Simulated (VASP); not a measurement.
## CeO$_{2}$ (relaxed from the layer:2H-MoS2 structure): computed properties

Calculation: r2SCAN meta-GGA, VASP's PBE PAW potentials (set 64) (plane waves; VASP).

For CeO2, the space group is P-6m2 (187) and the cell is a = b = 3.4001 Å, c = 15.3213 Å, α = β = 90.00°, γ = 120.00°. The band gap (over mesh and band path) is 1.19 eV. The smallest direct gap (over mesh and band path) is 1.55 eV and the cell moment is 0.00 μB. The band-edge character comes out as indirect, K-Γ at 0.26 to Γ.

```xyz
3
Lattice="3.4001 0.0000 0.0000 -1.7000 2.9446 0.0000 0.0000 0.0000 15.3213" Properties=species:S:1:pos:R:3 pbc="T T T"
Ce     1.7000     0.9815     7.6606
O      0.0000     1.9630     6.4737
O      0.0000     1.9630     8.8475
```

The cell holds vacuum, so volume and density refer to the whole cell.  The cell holds a wide vacuum, so values per volume refer to the whole cell.

The cell is a sheet with vacuum, built from a generated structure.
